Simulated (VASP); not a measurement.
# WS2 (Tungstenite): input slips in a phonon run and what they do, part 3 of 3

Some phonon runs on WS2 (Tungstenite) get a fault in the input on purpose. Which of them show, and how? The starting structure is a measured crystal structure from the Crystallography Open Database.

VASP 6.6.1.

Results so far: reference B1g (2) 444.7 cm⁻¹; finite displacements, else as the reference B1g (2) 443.7 cm⁻¹.

## (4) Modes with a cutoff far too low

Level of this step: LDA; plane waves and PAW (W, S) (VASP).

A slip made on purpose: a cutoff far too low. Against step 2 the input has ENCUT = 140 (also changed: NELM).

File INCAR:

```
SYSTEM = WS2
PREC = Accurate
ENCUT = 140
EDIFF = 1E-08
NELM = 60
ISMEAR = 0
SIGMA = 0.03
LREAL = .FALSE.
ALGO = Normal
GGA = CA
NBANDS = 24
LORBIT = 11
LWAVE = .FALSE.
LCHARG = .FALSE.
KPAR = 4
IBRION = 8
LEPSILON = .TRUE.
ISIF = 2
```

File POSCAR:

```
WS2
1.0
    3.1248429331      0.0000000000      0.0000000000
   -1.5624214666      2.7061933629      0.0000000000
    0.0000000000      0.0000000000     12.1479040869
W S
2 4
Direct
    0.6666666667      0.3333333333      0.7500000000
    0.3333333333      0.6666666667      0.2500000000
    0.6666666667      0.3333333333      0.3786453902
    0.3333333333      0.6666666667      0.8786453902
    0.6666666667      0.3333333333      0.1213546098
    0.3333333333      0.6666666667      0.6213546098
```

File KPOINTS:

```
Automatic mesh
0
Gamma
8 8 2
0 0 0
```

The projector-augmented-wave data sets are W and S (LDA family, release 64).

Command:

```
$ mpirun -np 4 vasp_std
```

Log:

```text
[... set-up lines as in an earlier step ...]
 entering main loop
       N       E                     dE             d eps       ncg     rms          rms(c)
DAV:   1     0.428229478754E+02    0.42823E+02   -0.75444E+03  1008   0.457E+02
DAV:   2    -0.540268037062E+02   -0.96850E+02   -0.94103E+02  1288   0.135E+02
DAV:   3    -0.576594175736E+02   -0.36326E+01   -0.36120E+01  1256   0.291E+01
DAV:   4    -0.577177995381E+02   -0.58382E-01   -0.58313E-01  1216   0.348E+00
[...]
DAV:  15    -0.545704060173E+02    0.15967E-05   -0.32924E-08  1096   0.898E-04    0.147E-03
DAV:  16    -0.545704055677E+02    0.44957E-06   -0.13411E-08   864   0.544E-04    0.728E-04
DAV:  17    -0.545704055687E+02   -0.10350E-08   -0.48153E-09   744   0.384E-04
   1 F= -.54570406E+02 E0= -.54570406E+02  d E =-.275034E-13
 Linear response reoptimize wavefunctions to high precision
DAV:   1    -0.545704055243E+02    0.44418E-07   -0.59436E-10   776   0.113E-04
DAV:   2    -0.545704055244E+02   -0.11096E-09   -0.12411E-10   704   0.449E-05
[...]
RMM:  15    -0.853697989757E-01    0.15336E-07    0.29416E-07  3204   0.121E-04    0.858E-08
 first order change of Fermi-energy   0.13338E+00
 force on displaced ion       3 direction 1 : -14.258  -0.001   0.001
 Born effective charge ion    3 direction 1 :   0.631   0.001   0.000
 Linear response progress:
  Degree of freedom:   4/  4
       N       E                     dE             d eps       ncg     rms          rms(c)
RMM:   1    -0.146433398721E+00   -0.14643E+00    0.57835E-02  2239   0.147E+00
RMM:   2    -0.142183445533E+00    0.42500E-02   -0.43305E-03  1619   0.282E-01    0.357E-01
RMM:   3    -0.141944385296E+00    0.23906E-03   -0.47597E-04  1653   0.915E-02    0.254E-01
RMM:   4    -0.142008879821E+00   -0.64495E-04   -0.37922E-04  1648   0.640E-02    0.330E-02
[...]
RMM:  20    -0.142073627521E+00    0.16052E-07    0.20029E-07   961   0.180E-04    0.104E-07
RMM:  21    -0.142073645991E+00   -0.18470E-07    0.18146E-07   948   0.180E-04    0.124E-07
RMM:  22    -0.142073665454E+00   -0.19463E-07    0.19745E-07   924   0.180E-04    0.997E-08
 first order change of Fermi-energy   0.13817E+00
 force on displaced ion       3 direction 3 :   0.000  -0.000 -24.155
 Born effective charge ion    3 direction 3 :   0.000   0.000   0.582
 Born effective charges drift removed
 Linear response finished
```

It took 18 s on 4 MPI ranks of Intel Xeon 6975P-C (Granite Rapids), shared host; peak memory 0.76 GiB.

Parts of OUTCAR (step 4):

```text
  Total      -25.0032639    -25.0032639    -22.1853782      0.0000000      0.0000000     -0.0000000
  in kB     -389.9589700   -389.9589700   -346.0103160      0.0000000      0.0000000     -0.0000000
  external PRESSURE =    -375.3094187 kB  Pullay stress =       0.0000000 kB

 POSITION                                       TOTAL-FORCE (eV/Angst)
 -----------------------------------------------------------------------------------
      1.56242      0.90206      9.11093         0.000000      0.000000      0.000000
     -0.00000      1.80413      3.03698         0.000000     -0.000000      0.000000
      1.56242      0.90206      4.59975        -0.000000      0.000000      0.383170
     -0.00000      1.80413     10.67370         0.000000     -0.000000      0.383170
      1.56242      0.90206      1.47420        -0.000000      0.000000     -0.383170
     -0.00000      1.80413      7.54816         0.000000     -0.000000     -0.383170
 -----------------------------------------------------------------------------------
    total drift:                               -0.000000      0.000000     -0.000000

 MACROSCOPIC STATIC DIELECTRIC TENSOR (including local field effects in DFT)
 ------------------------------------------------------
          13.171949    -0.000000     0.000000
          -0.000000    13.171949    -0.000000
           0.000000     0.000000     6.484109
 ------------------------------------------------------

 MACROSCOPIC STATIC DIELECTRIC TENSOR IONIC CONTRIBUTION
 ------------------------------------------------------
           0.078899    -0.000000     0.000000
          -0.000000     0.078899     0.000000
           0.000000     0.000000     0.039236
 ------------------------------------------------------

[... 1 part as in an earlier step ...]

[... 1 further part left out ...]
```

With a cutoff far too low the compared modes are at the top B1g (2) 508.0, A2u 501.1 cm⁻¹, at the bottom B1g (1) 53.9, E2g 32.5 cm⁻¹, with 4 more of the listed ones between; the largest shift among the levels compared is +63.3 cm⁻¹, in B1g (2), from the reference.

## (5) Modes with a displacement typed far too large

A slip made on purpose: a displacement typed far too large. Against step 2 the input has IBRION = 6, NFREE = 2, POTIM = 0.25 and no LEPSILON (also changed: NELM and NSW).

INCAR: that of step 4 with these lines changed.

```diff
@@ -2,3 +2,3 @@
 PREC = Accurate
-ENCUT = 140
+ENCUT = 450
 EDIFF = 1E-08
@@ -15,4 +15,6 @@
 KPAR = 4
-IBRION = 8
-LEPSILON = .TRUE.
+IBRION = 6
+NFREE = 2
+POTIM = 0.25
+NSW = 1
 ISIF = 2
```

POSCAR is that of step 4.

KPOINTS is that of step 4.

Command:

```
$ mpirun -np 4 vasp_std
```

Log:

```text
[... set-up lines as in an earlier step ...]
 entering main loop
       N       E                     dE             d eps       ncg     rms          rms(c)
[... 17 cycles as in an earlier step ...]
   1 F= -.52685554E+02 E0= -.52685554E+02  d E =-.517647E-13
[... from here on, the cycles between the ionic steps are left out ...]
   2 F= -.52682995E+02 E0= -.52682995E+02  d E =-.121960E-11
   3 F= -.52682995E+02 E0= -.52682995E+02  d E =-.135173E-11
   4 F= -.52681719E+02 E0= -.52681719E+02  d E =-.298360E-11
   5 F= -.52681719E+02 E0= -.52681719E+02  d E =-.298299E-11
   6 F= -.52684315E+02 E0= -.52684315E+02  d E =-.138157E-11
   7 F= -.52684315E+02 E0= -.52684315E+02  d E =-.137624E-11
   8 F= -.52683410E+02 E0= -.52683410E+02  d E =-.781719E-11
   9 F= -.52683363E+02 E0= -.52683363E+02  d E =-.681135E-12
 Finite differences progress:
  Degree of freedom:   4/  4
  Displacement:        2/  2
  Total:               8/  8
```

The job ended after 51 s (4 MPI ranks; peak memory 1.5 GiB; 3.3 min of CPU time).

From OUTCAR (step 5):

```text
[... 6 parts as in an earlier step ...]

[... 1 further part left out ...]
[key lines of the parts left out:]
E-fermi :   6.8466
```

With a displacement typed far too large the compared modes are at the top B1g (2) 443.7, A2u 440.0 cm⁻¹, at the bottom B1g (1) 44.5, E2g 28.1 cm⁻¹, with 4 more of the listed ones between, as with finite displacements, else as the reference.

## (6) Modes with one-sided displacements

A slip made on purpose: one-sided displacements. Against step 2 the input has IBRION = 6, NFREE = 1, POTIM = 0.015 and no LEPSILON (also changed: NELM and NSW).

INCAR: that of step 5 with these lines changed.

```diff
@@ -16,4 +16,4 @@
 IBRION = 6
-NFREE = 2
-POTIM = 0.25
+NFREE = 1
+POTIM = 0.015
 NSW = 1
```

POSCAR is that of step 5.

KPOINTS is that of step 5.

Command:

```
$ mpirun -np 4 vasp_std
```

Log:

```text
[... set-up lines as in an earlier step ...]
 entering main loop
       N       E                     dE             d eps       ncg     rms          rms(c)
[... 17 cycles as in an earlier step ...]
   1 F= -.52685554E+02 E0= -.52685554E+02  d E =-.517647E-13
[...]
2 F= -.52682995E+02 E0= -.52682995E+02  d E =-.121960E-11
[...]
3 F= -.52681719E+02 E0= -.52681719E+02  d E =-.297124E-11
[...]
4 F= -.52684315E+02 E0= -.52684315E+02  d E =-.140110E-11
[...]
5 F= -.52683410E+02 E0= -.52683410E+02  d E =-.781710E-11
 Finite differences progress:
  Degree of freedom:   4/  4
  Displacement:        1/  1
  Total:               4/  4
```

Run time: 29 s. Hardware: 4 MPI ranks; peak memory 1.2 GiB; 1.9 min of CPU time.

Parts of OUTCAR (step 6):

```text
  Total       -0.1813976     -0.1813976     -0.4672791      0.0000000      0.0000000     -0.0000000
  in kB       -2.8291359     -2.8291359     -7.2878356      0.0000000      0.0000000     -0.0000000
  external PRESSURE =      -4.3153691 kB  Pullay stress =       0.0000000 kB

 POSITION                                       TOTAL-FORCE (eV/Angst)
 -----------------------------------------------------------------------------------
      1.56242      0.90206      9.11093         0.000000     -0.000000      0.000580
     -0.00000      1.80413      3.03698        -0.000000      0.000000      0.248867
      1.56242      0.90206      4.61475        -0.000000     -0.000000     -0.284071
     -0.00000      1.80413     10.67370         0.000000     -0.000000      0.000408
      1.56242      0.90206      1.47420         0.000000     -0.000000      0.030637
     -0.00000      1.80413      7.54816         0.000000     -0.000000      0.003579
 -----------------------------------------------------------------------------------
    total drift:                               -0.000000      0.000000      0.000040

  FREE ENERGIE OF THE ION-ELECTRON SYSTEM (eV)
  ---------------------------------------------------
  free  energy   TOTEN  =       -52.6834104313 eV

  energy  without entropy=      -52.6834104313  energy(sigma->0) =      -52.68341043

[... 2 parts as in an earlier step ...]

[... 1 further part left out ...]
[key lines of the parts left out:]
E-fermi :   6.8177
```

With one-sided displacements the compared modes are at the top B1g (2) 440.8, A2u 437.2 cm⁻¹, at the bottom B1g (1) 44.7, E2g 28.1 cm⁻¹, with 4 more of the listed ones between; the largest shift among the levels compared is -3.6 cm⁻¹, in A1g, from finite displacements, else as the reference.

## (7) Modes with a k mesh far too coarse

A slip made on purpose: a k mesh far too coarse. Against step 2 the input has a 1×1×1 mesh (also changed: NELM and KPAR).

INCAR: that of step 6 with these lines changed.

```diff
@@ -14,7 +14,4 @@
 LCHARG = .FALSE.
-KPAR = 4
-IBRION = 6
-NFREE = 1
-POTIM = 0.015
-NSW = 1
+IBRION = 8
+LEPSILON = .TRUE.
 ISIF = 2
```

POSCAR is that of step 6.

File KPOINTS:

```
Automatic mesh
0
Gamma
1 1 1
0 0 0
```

Command:

```
$ mpirun -np 4 vasp_std
```

Log:

```text
[banner, memory and clock lines left out]
running    4 mpi-ranks, on    1 nodes
[...]
LDA part: xc-table for (Slater(with rela. corr.)+CA(PZ))
 , standard interpolation
 POSCAR, INCAR and KPOINTS ok, starting setup
[...]
entering main loop
       N       E                     dE             d eps       ncg     rms          rms(c)
DAV:   1     0.203068505088E+03    0.20307E+03   -0.15445E+04    48   0.116E+03
DAV:   2    -0.174424305411E+02   -0.22051E+03   -0.21251E+03    56   0.280E+02
DAV:   3    -0.374956464123E+02   -0.20053E+02   -0.19763E+02    72   0.720E+01
DAV:   4    -0.379037749174E+02   -0.40813E+00   -0.40800E+00    56   0.110E+01
[...]
DAV:  16    -0.347873391701E+02    0.10740E-06   -0.51456E-07    64   0.397E-03    0.222E-03
DAV:  17    -0.347873391798E+02   -0.97007E-08   -0.15770E-07    64   0.179E-03    0.209E-03
DAV:  18    -0.347873391767E+02    0.30623E-08   -0.12051E-08    48   0.573E-04
   1 F= -.34787339E+02 E0= -.34787339E+02  d E =-.333318E-13
[...]
RMM:  19    -0.983384317533E-01   -0.73298E-07    0.82318E-06   120   0.129E-04    0.515E-06
 first order change of Fermi-energy   0.22412E-02
 force on displaced ion       3 direction 1 : -14.242  -0.024   0.000
 Born effective charge ion    3 direction 1 :  -4.551   0.001  -0.000
 Linear response progress:
  Degree of freedom:   4/  4
       N       E                     dE             d eps       ncg     rms          rms(c)
RMM:   1    -0.156920475514E+00   -0.15692E+00    0.15589E-02   100   0.203E+00
RMM:   2    -0.149446989896E+00    0.74735E-02   -0.71467E-03    90   0.427E-01    0.438E-01
RMM:   3    -0.149040812529E+00    0.40618E-03   -0.26390E-03    92   0.221E-01    0.347E-01
RMM:   4    -0.148903338631E+00    0.13747E-03   -0.15762E-03    88   0.139E-01    0.185E-01
[...]
RMM:  56    -0.149154776256E+00    0.76189E-07    0.31963E-06   134   0.869E-05    0.390E-06
RMM:  57    -0.149154820842E+00   -0.44586E-07    0.31899E-06   134   0.869E-05    0.324E-06
RMM:  58    -0.149154837169E+00   -0.16327E-07    0.31800E-06   134   0.869E-05    0.378E-06
 first order change of Fermi-energy   0.33191E+00
 force on displaced ion       3 direction 3 :   0.000   0.000 -15.223
 Born effective charge ion    3 direction 3 :  -0.000   0.000   0.810
 Born effective charges drift removed
 Linear response finished
```

Run time: 18 s. Hardware: 4 MPI ranks; peak memory 0.54 GiB; 68 s of CPU time.

From OUTCAR (step 7):

```text
  Total       18.0076053     18.0076053     -2.9482118     -0.0000000      0.0000000      0.0000000
  in kB      280.8524228    280.8524228    -45.9812628     -0.0000000      0.0000000      0.0000000
  external PRESSURE =     171.9078610 kB  Pullay stress =       0.0000000 kB

 POSITION                                       TOTAL-FORCE (eV/Angst)
 -----------------------------------------------------------------------------------
      1.56242      0.90206      9.11093         0.000000      0.000000      0.000000
     -0.00000      1.80413      3.03698         0.000000     -0.000000      0.000000
      1.56242      0.90206      4.59975        -0.000000      0.000000     -4.563013
     -0.00000      1.80413     10.67370         0.000000     -0.000000     -4.563013
      1.56242      0.90206      1.47420        -0.000000      0.000000      4.563013
     -0.00000      1.80413      7.54816         0.000000     -0.000000      4.563013
 -----------------------------------------------------------------------------------
    total drift:                               -0.000000      0.000000     -0.000000

 MACROSCOPIC STATIC DIELECTRIC TENSOR (including local field effects in DFT)
 ------------------------------------------------------
          30.076083    -0.000000     0.000000
          -0.000000    30.076083     0.000000
           0.000000    -0.000000     5.414727
 ------------------------------------------------------

 MACROSCOPIC STATIC DIELECTRIC TENSOR IONIC CONTRIBUTION
 ------------------------------------------------------
           0.130456    -0.000000    -0.000000
          -0.000000     0.130456     0.000000
          -0.000000     0.000000     0.353984
 ------------------------------------------------------

[... 1 part as in an earlier step ...]

[... 1 further part left out ...]
```

The symmetry labels of these modes could not be matched to those of the other runs. Unlabelled, the frequencies, but for the three nearest zero, run from 28.6 to 475.9 cm⁻¹.

## (8) The runs compared

| run | B1g (2) | A2u | A1g | B2u | E1g | E2u | B1g (1) | E2g | method | core minutes |
| --- | --- | --- | --- | --- | --- | --- | --- | --- | --- | --- |
| reference | 444.7 | 440.1 | 427.4 | 423.5 | 302.4 | 299.3 | 43.8 | 28.0 | perturbation theory | 8.13 |
| finite displacements, else as the reference | 443.7 | 440.0 | 427.3 | 423.3 | 301.7 | 299.3 | 44.5 | 28.1 | finite displacements | 3.4 |
| a cutoff far too low | 508.0 | 501.1 | 471.0 | 464.6 | 345.0 | 341.5 | 53.9 | 32.5 | perturbation theory | 1.17 |
| a displacement typed far too large | 443.7 | 440.0 | 427.3 | 423.3 | 301.7 | 299.3 | 44.5 | 28.1 | finite displacements | 3.4 |
| one-sided displacements | 440.8 | 437.2 | 423.7 | 419.7 | 301.8 | 299.3 | 44.7 | 28.1 | finite displacements | 1.93 |
| a k mesh far too coarse | - | - | - | - | - | - | - | - | perturbation theory | 1.17 |

Modes are in cm⁻¹, degenerate ones as one, matched between runs by symmetry and order. A number in brackets counts the listed modes of one symmetry from the lowest. The symmetry labels come from an automatic analysis and can be wrong where levels nearly coincide. Levels within 1 cm⁻¹ of another in the first run are left out, since their labels are uncertain. Core minutes are wall time times ranks of the run shown, on a shared host.

## (9) Outcome

```json
{"B1g (2), reference": "444.7 cm⁻¹", "E2g, reference": "28.0 cm⁻¹", "B1g (2), finite displacements, else as the reference": "443.7 cm⁻¹", "E2g, finite displacements, else as the reference": "28.1 cm⁻¹", "B1g (2), a cutoff far too low": "508.0 cm⁻¹", "E2g, a cutoff far too low": "32.5 cm⁻¹", "B1g (2), a displacement typed far too large": "443.7 cm⁻¹", "E2g, a displacement typed far too large": "28.1 cm⁻¹", "B1g (2), one-sided displacements": "440.8 cm⁻¹", "E2g, one-sided displacements": "28.1 cm⁻¹"}
```

In words: Finished, but with signs in the output that stand out against the reference: a cutoff far too low, with modes among those compared off by up to +63 cm⁻¹, in B1g (2) (signs: a pressure of -37.5 GPa on the undisplaced cell and forces of up to 0.38 eV/Å on the undisplaced atoms); one-sided displacements, with modes among those compared off by up to -3.6 cm⁻¹, in A1g (signs: a translation at -2 cm⁻¹ instead of zero); a k mesh far too coarse, with modes from 29 to 476 cm⁻¹ that don't match the reference one by one (signs: a pressure of 17.2 GPa on the undisplaced cell and forces of up to 4.56 eV/Å on the undisplaced atoms). The displacement typed far too large never took effect: VASP put its default in its place. Runs with finite displacements are held against the sound run of that kind. The dielectric constants and Born charges in the logs aren't compared here; at a small gap they can be far off, and in a run without a gap they mean nothing. The frequencies are harmonic, and the splitting of polar modes by their long-range field is left out. Further runs on this material are not shown.

[Lines on the potential files, build, host, timing and source positions are cut from VASP's logs without a mark.]

[Logs are printed without paths, hosts, clocks, repeated set-up lines and the standing remarks that a program may print on its own settings, such as how far it seeks lower states.]

[Hosts, paths, dates, database ids (printed as entryN), source tags and the programs' standing remarks are cut or masked in the printed files.]
